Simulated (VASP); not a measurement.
VASP input:

**INCAR**
```
# general
SYSTEM   =  PbF2
PREC     =  Accurate
ENCUT    =  520   # plane-wave cut-off (eV)
LREAL    =  .False.
LASPH    =  .True.   # aspherical one-centre terms

# electronic loop
EDIFF    =  1E-7   # SCF stop (eV)
NELM     =  100
ALGO     =  Normal
LMAXMIX  =  4   # l cut-off of mixed one-centre charges

# smearing
ISMEAR   =  0
SIGMA    =  0.05

# functional
GGA      =  RE   # revPBE

# ions
ISIF     =  2   # forces and stress, cell fixed

# output
LWAVE    =  .False.
LCHARG   =  .False.
```

### POSCAR
```
PbF2
1
    0.0000000000     3.0633964086     3.0633964086
    3.0633964086     0.0000000000     3.0633964086
    3.0633964086     3.0633964086     0.0000000000
Pb F
1 2
Direct
  0.0000000000   0.0000000000   0.0000000000
  0.2500000000   0.2500000000   0.2500000000
  0.7500000000   0.7500000000   0.7500000000
```

File KPOINTS:
```
Automatic mesh
0
Gamma
6 6 6
0 0 0
```

POTCAR, in this order: Pb_d F (PBE.64 set). Program: vasp_std.

Translate this revPBE calculation to Quantum ESPRESSO's pw.x.

One equivalent input (not run):
```
&CONTROL
  calculation = 'scf'
  pseudo_dir = './pseudo'
  outdir = './out'
  tprnfor = .true.
  tstress = .true.
/
&SYSTEM
  ibrav = 0
  nat = 3
  ntyp = 2
  ecutwfc = 84
  occupations = 'smearing'
  smearing = 'gaussian'
  degauss = 0.003675
  input_dft = 'revpbe'
/
&ELECTRONS
  conv_thr = 7.3e-09
  electron_maxstep = 100
/
ATOMIC_SPECIES
  Pb 207.200 Pb.upf
  F 18.998 F.upf
CELL_PARAMETERS angstrom
     0.0000000    3.0633964    3.0633964
     3.0633964    0.0000000    3.0633964
     3.0633964    3.0633964    0.0000000
ATOMIC_POSITIONS crystal
  Pb   0.0000000  0.0000000  0.0000000
  F    0.2500000  0.2500000  0.2500000
  F    0.7500000  0.7500000  0.7500000
K_POINTS automatic
  6 6 6 0 0 0
```
The two are equivalent in intent, not identical: the potentials are each code's own (VASP's PAW set, PseudoDojo norm-conserving files in pw.x), so ENCUT and ecutwfc are chosen apart and not converted; conv_thr bounds pw.x's estimated SCF error, while EDIFF bounds the energy change between steps.

The compound is PbF2 in the fluorite structure, the β form. This cell is one point of a volume scan, at 1.03 of the reference volume.
